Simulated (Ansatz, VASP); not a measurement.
# WC in two plane-wave programs, part 3 of 3

Aim: how closely do two programs agree when they are given the same cell, functional and k mesh? The cell is taken from a series of runs on this material, whose earlier steps may have relaxed, scaled, displaced or heated it; both programs get it as it stands.

VASP 6.6.1 and Ansatz 0.2.0.

So far: Set-up; Ansatz: relaxation of cell and atoms, PBEsol, pair 1; VASP: relaxation of cell and atoms, PBEsol, pair 1; Side by side; VASP: relaxation of cell and atoms, PBEsol, pair 2; Ansatz: relaxation of cell and atoms, PBEsol, pair 2.

## 8. VASP: relaxation of cell and atoms, PBEsol, pair 3

Level of this step: PBEsol; plane waves and PAW (W, C) (VASP).

The relaxed volume is the usual yardstick between codes: in a stiff, nearly cubic crystal its relative difference is about their pressure difference at one cell divided by the bulk modulus. This pair takes another cell of the material, with 4 atoms against 8 for the pair before.

File INCAR:

```
SYSTEM = WC
PREC = Accurate
ENCUT = 600
EDIFF = 1E-07
NELM = 120
ISMEAR = 1
SIGMA = 0.15
LREAL = .FALSE.
ALGO = Normal
GGA = PS
NBANDS = 16
LASPH = .TRUE.
LORBIT = 11
LWAVE = .FALSE.
LCHARG = .FALSE.
ISIF = 3
IBRION = 2
NSW = 80
EDIFFG = -0.005
GGA_COMPAT = .FALSE.
NELMIN = 4
KPAR = 2
```

File POSCAR:

```
WC
1.0
    3.0400050000      0.0000000000      0.0000000000
    0.0000000000      3.0400050000      0.0000000000
    0.0000000000      0.0000000000      4.4447440000
W C
2 2
Direct
    0.5000001645      1.0000000000      0.7209921426
    0.0000001645      0.5000000000      0.2790078574
    0.0000001645      0.5000000000      0.7753708650
    0.5000001645      1.0000000000      0.2246291350
```

File KPOINTS:

```
Automatic mesh
0
Gamma
12 12 10
0 0 0
```

Potentials, in the order of the species: W and C (PBE family, release 64).

On the command line:

```
$ mpirun -np 2 vasp_std
```

Numbers of over 12 decimals in the logs are rounded to 6 here.

Log:

```text
[banner, memory and clock lines left out]
running    2 mpi-ranks, on    1 nodes
[...]
[... a notice as in an earlier step ...]

 LDA part: xc-table for (Slater+PW92), standard interpolation
 POSCAR, INCAR and KPOINTS ok, starting setup
[...]
entering main loop
       N       E                     dE             d eps       ncg     rms          rms(c)
DAV:   1     0.827269470971E+02    0.82727E+02   -0.10575E+04  5376   0.130E+03
DAV:   2    -0.449014182983E+02   -0.12763E+03   -0.12314E+03  6848   0.316E+02
DAV:   3    -0.526831814315E+02   -0.77818E+01   -0.75197E+01  7744   0.623E+01
DAV:   4    -0.528165910874E+02   -0.13341E+00   -0.13331E+00  6256   0.972E+00
[...]
DAV:  12    -0.462222882794E+02    0.11544E-05   -0.16728E-05  6832   0.362E-02    0.124E-02
DAV:  13    -0.462222877627E+02    0.51675E-06   -0.26450E-06  7048   0.927E-03    0.276E-03
DAV:  14    -0.462222878253E+02   -0.62677E-07   -0.96496E-08  4352   0.282E-03
   1 F= -.46222288E+02 E0= -.46222091E+02  d E =-.462223E+02
[... from here on, the cycles between the ionic steps are left out ...]
   2 F= -.46222285E+02 E0= -.46222068E+02  d E =0.268430E-05
   3 F= -.46222337E+02 E0= -.46222129E+02  d E =-.488699E-04
   4 F= -.46222346E+02 E0= -.46222139E+02  d E =-.939076E-05
   5 F= -.46222351E+02 E0= -.46222144E+02  d E =-.146032E-04
   6 F= -.46222365E+02 E0= -.46222169E+02  d E =-.135407E-04
   7 F= -.46222366E+02 E0= -.46222174E+02  d E =-.145900E-04
   8 F= -.46222374E+02 E0= -.46222189E+02  d E =-.771486E-05
 trial-energy change:   -0.000008  1 .order   -0.000008   -0.000013   -0.000003
 step:   1.1321(harm=  1.1321)  dis= 0.00048  next Energy=   -46.222374 (dE=-0.830E-05)
 reached required accuracy - stopping structural energy minimisation
```

OUTCAR, selected parts (step 8):

```text
  Total       -0.0089355     -0.0089355     -0.0071947      0.0000000      0.0000000      0.0000000
  in kB       -0.3484517     -0.3484517     -0.2805647      0.0000000      0.0000000      0.0000000
  external PRESSURE =      -0.3258227 kB  Pullay stress =       0.0000000 kB

 POSITION                                       TOTAL-FORCE (eV/Angst)
 -----------------------------------------------------------------------------------
      1.52019     -0.00000      3.20355         0.000000      0.000000     -0.004828
      0.00000      1.52019      1.24104        -0.000000     -0.000000      0.004828
      0.00000      1.52019      3.44868        -0.000000     -0.000000      0.000030
      1.52019     -0.00000      0.99591         0.000000      0.000000     -0.000030
 -----------------------------------------------------------------------------------
    total drift:                               -0.000159      0.000000      0.000000

  FREE ENERGIE OF THE ION-ELECTRON SYSTEM (eV)
  ---------------------------------------------------
  free  energy   TOTEN  =       -46.2223736033 eV

  energy  without entropy=      -46.2218200344  energy(sigma->0) =      -46.22218908

[... 2 parts as in an earlier step ...]

[... 2 further parts left out ...]
[key lines of the parts left out:]
E-fermi :   9.6174
```

## 9. Ansatz: relaxation of cell and atoms, PBEsol, pair 3

The same cell, functional, mesh and smearing now go to Ansatz, which takes its cutoff from its data sets.

The cell is taken from a series of runs on this material, whose earlier steps may have relaxed, scaled, displaced or heated it; both programs get it as it stands.

File input.yaml:

```yaml
crystal:
  lattice:
    - [3.0400050176, 0.0, 0.0]
    - [0.0, 3.0400050176, 0.0]
    - [0.0, 0.0, 4.4447436973]
  atoms:
    - { symbol: W, position: [0.5, 0.0, 0.720992143] }
    - { symbol: W, position: [0.0, 0.5, 0.279007857] }
    - { symbol: C, position: [0.0, 0.5, 0.7753709374] }
    - { symbol: C, position: [0.5, 0.0, 0.2246290626] }
kpoints:
  mp_grid: { grid: [12, 12, 10] }
hamiltonian:
  xc: pbesol
scf:
  occupations: { method: methfessel_paxton, width: 0.15 }
output:
  forces: true
  stress: true
  eigenvalues: true
relax:
  adjacent_minimum: "off"
  f_tol: 0.001
  max_steps: 60
  cell: { stress_tol: 0.01 }
```

On the command line:

```
$ ansatz run input.yaml --threads 4 --pin off --max-ram 7168MiB --backend cpu --events-out ev --progress --plain --runs-dir out
```

Log:

```text
[...]
Crystal: 4 atoms, lattice volume = 41.077 Å³
Basis set: ecut = 420 eV, 799 PW (Γ), exchange–correlation on 48×48×60 points (8 copies of the dense FFT grid, shifted against one another)
Bands: 22, of which v1, the nominal top of the filled ones, is band 18 counted from 1 (17 counted from 0)
Symmetry: 16 space group operations
[...]
k-points: 168 of 1440
[...]
--- Relaxed structure (7 steps of the walk, 7 accepted, 2 SCFs on fresh bases) ---
[...]
cell:  # Å, volume = 41.0675 Å³
    - [3.041010, 0, 0.0]
    - [0, 3.041010, 0]
    - [0.0, 0, 4.440817]
  atoms:
    - { symbol: W, position: [0.500000, 0, 0.721579] }
    - { symbol: W, position: [0, 0.500000, 0.278421] }
    - { symbol: C, position: [0, 0.500000, 0.774990] }
    - { symbol: C, position: [0.500000, 0, 0.225010] }
[key lines of the parts left out:]
SCF converged after 4 iterations
Free energy (F): -21005.754082 eV
Fermi energy:    22.023233 eV
P = ⅓ Tr σ = -0.0000 GPa (-0.000 kbar)
```

## 10. Comparison

What differs besides the data sets and the points named for the pairs above, as far as they apply: the data sets hold 36 valence electrons in Ansatz (on its default PAW (the set named soft_2) files) and 20 in VASP. Total energies have different zeros and are not compared.

Both answers:

```csv
quantity,Ansatz,VASP,difference
volume (Å³),41.07,41.09,-0.04 %
"edge a after relaxation, in the typed setting (Å)",3.041,3.040,+0.02 %
"edge c after relaxation, in the typed setting (Å)",4.441,4.445,-0.09 %
```

## 11. Outcome

| Quantity | Value |
| --- | --- |
| difference in edge c after relaxation, in the typed setting (relaxation of cell and atoms, PBEsol, pair 1) | -0.10 % |
| difference in volume (relaxation of cell and atoms, PBEsol, pair 2) | -0.051 % |
| difference in edge c after relaxation, in the typed setting (relaxation of cell and atoms, PBEsol, pair 3) | -0.085 % |

What this shows: The difference in edge c after relaxation, in the typed setting is -0.10 % (relaxation of cell and atoms, PBEsol, pair 1), within the 1.2 % picked in this series as the mark of a large difference, as far as the stopping tolerances let one tell. The data sets hold unlike numbers of valence electrons (36 in Ansatz and 20 in VASP and 72 in Ansatz and 40 in VASP), so part of the differences comes from the potentials. 5 further runs of this series are not shown here. How closely two codes agree says nothing of how well the functional describes the real material.

[Lines on the potential files, build, host, timing and source positions are cut from VASP's logs without a mark.]

[Logs are printed without paths, hosts, clocks, repeated set-up lines and the standing remarks that a program may print on its own settings, such as how far it seeks lower states.]

[Hosts, paths, dates, database ids (printed as entryN), source tags and the programs' standing remarks are cut or masked in the printed files.]
